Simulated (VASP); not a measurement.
Given:

```xyz
2
Lattice="0.0000 2.7958 2.7958 2.7958 0.0000 2.7958 2.7958 2.7958 0.0000" Properties=species:S:1:pos:R:3 pbc="T T T"
Na     0.0000     0.0000     0.0000
Cl     2.7958     2.7958     2.7958
```

These are MS2 meta-GGA, VASP's PBE PAW potentials (set 64) (plane waves; VASP) values and carry that method's errors. Settings: 520 eV cut-off, 8×8×8 Γ-centred mesh, Gaussian smearing of 0.050 eV, potentials Na_pv Cl.

Problem. What does the run give for the energy per atom (σ→0), band gap (on the k-mesh) with the smallest direct gap where there is one?

Solution. 
The band gap (on the k-mesh) comes out as 5.91 eV, the smallest direct gap (on the k-mesh) is 5.91 eV and the energy per atom (σ→0) is -7.531 eV/atom.

Total energies compare only between runs with the same potentials, cut-off and functional.

The compound is NaCl in the rock salt structure. It was relaxed first.
